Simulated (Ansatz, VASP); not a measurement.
# One calculation of Ca3Zr, two programs

File INCAR:

```
SYSTEM = Ca3Zr
  PREC = Accurate
  ENCUT = 600
  EDIFF = 1E-6
  ISMEAR = 0
  SIGMA = 0.1
  LREAL = .FALSE.
  LASPH = .TRUE.
  NELM = 100
  ALGO = Normal
  ISIF = 3
  LWAVE = .FALSE.
  LCHARG = .FALSE.
  GGA = PE
  IBRION = 2
  NSW = 90
  EDIFFG = -0.04
```

Contents of KPOINTS:

```
regular mesh
0
G
  4 4 4
  0 0 0
```

Contents of POSCAR:

```
Ca3Zr
1.0
    4.6198712546      0.0000000000      0.0000000000
    0.0000000000      4.6198712546      0.0000000000
    0.0000000000      0.0000000000      4.6198712546
Ca Zr
3 1
Direct
    0.0000000000      0.5000000000      0.5000000000
    0.5000000000      0.0000000000      0.5000000000
    0.5000000000      0.5000000000      0.0000000000
    0.0000000000      0.0000000000      0.0000000000
```

Input for Ansatz:

```yaml
crystal:
  lattice:
    - [4.6198712546, 0.0, 0.0]
    - [0.0, 4.6198712546, 0.0]
    - [0.0, 0.0, 4.6198712546]
  atoms:
    - { symbol: Ca, position: [0.0, 0.5, 0.5] }
    - { symbol: Ca, position: [0.5, 0.0, 0.5] }
    - { symbol: Ca, position: [0.5, 0.5, 0.0] }
    - { symbol: Zr, position: [0.0, 0.0, 0.0] }
basis:
  ecutwfc: 420
kpoints:
  mp_grid: { grid: [4, 4, 4] }
hamiltonian:
  xc: pbe
scf:
  occupations: { method: gaussian, width: 0.1 }
  lower_state_search: "off"
output:
  forces: true
  stress: true
  eigenvalues: true
relax:
  adjacent_minimum: "off"
  f_tol: 0.04
  max_steps: 70
  cell: { stress_tol: 0.4 }
```

Alike in both runs: task relaxation of cell and atoms; functional PBE; k mesh 4 × 4 × 4; occupations gaussian, width 0.1 eV; no spin polarisation.

|  | VASP | Ansatz |
| --- | --- | --- |
| version | VASP 6.6.1 | Ansatz 0.2.0 |
| potentials or method | VASP PAW PBE potentials, release 64 (Ca_sv, Zr_sv) | scalar-relativistic, plane waves, PAW |
| plane-wave cutoff (eV) | 600 | 420 |
| valence electrons in the cell | 42 | 42 |

|  | VASP | Ansatz | Ansatz less VASP |
| --- | --- | --- | --- |
| gap on the k mesh at the Fermi level, each at its own relaxed structure (eV) | none | none | - |
| relaxed volume (Å³/atom) | 34.35 | 33.75 | -0.598 |
| relaxed cell length with the largest relative difference (Å) | 5.160 | 5.130 | -0.0301 |
| energy change over the relaxation (meV/atom) | -347 | -344 | +2.9 |

A gap of «none» marks a metal or a gap that the smearing closes.

Caveats: the volume moved by over 15 % at a fixed basis, so the end points are rough (VASP).
